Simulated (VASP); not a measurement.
## Pt2F: relaxation of cell and atoms with PBE

The system is Pt2F.

```
CELL_PARAMETERS angstrom
0.00000 2.85243 2.85243
2.85243 0.00000 2.85243
2.85243 2.85243 0.00000
ATOMIC_POSITIONS crystal
Pt 0.25000 0.25000 0.25000
Pt 0.75000 0.75000 0.75000
F 0.00000 0.00000 0.00000
```

The cell was built by a generator and needn't be a form met in nature.

| Item | Value |
| --- | --- |
| Program | VASP 6.6.1 |
| Task | relaxation of cell and atoms |
| Functional | PBE |
| Potentials or basis | VASP PAW PBE potentials, release 64 (Pt, F_s) |
| Cutoff | 900 eV |
| k mesh | 8 × 8 × 8 |
| Occupations | fermi-dirac, width 0.05 eV |
| Spin | no spin polarisation |
| Further INCAR settings | ALGO = Normal; EDIFF = 1e-06; IBRION = 2; EDIFFG = -0.005; NSW = 60; ISIF = 3 |

- Pressure after relaxing: 0.0 GPa
- Band gap on the k mesh: none (metal or under the smearing width)

Final structure:
```yaml
crystal:
  lattice:
    - [0.00000, 2.85243, 2.85243]
    - [2.85243, 0.00000, 2.85243]
    - [2.85243, 2.85243, 0.00000]
  atoms:
    - { symbol: Pt, position: [0.25000, 0.25000, 0.25000] }
    - { symbol: Pt, position: [0.75000, 0.75000, 0.75000] }
    - { symbol: F, position: [0.00000, 0.00000, 0.00000] }
```

Levels at points of the mesh, in eV from the Fermi level:
```
           k point  band 10  band 11  band 12  band 13  band 14  band 15  band 16  band 17
(0.00, 0.00, 0.00)    -1.04    -0.05    -0.05    -0.05     1.14     1.14     7.97     7.97
(0.50, 0.00, 0.00)    -1.53    -1.53    -1.52    -0.66    -0.10    -0.10     1.57    10.66
(0.50, 0.50, 0.00)    -1.21    -0.91    -0.91     0.10     1.05     2.30     3.78     6.36
```

Run time: 46 s on 1 thread of Intel(R) Xeon(R) Platinum 8488C (Sapphire Rapids) (shared host), peak memory 0.26 GiB.

Caveat: the relaxation stopped at its first step, so nothing moved; an odd number of electrons without spin polarisation forces a metal; a magnetic or distorted state may lie lower. The run has no spin-orbit coupling, so splittings on Pt are missing.
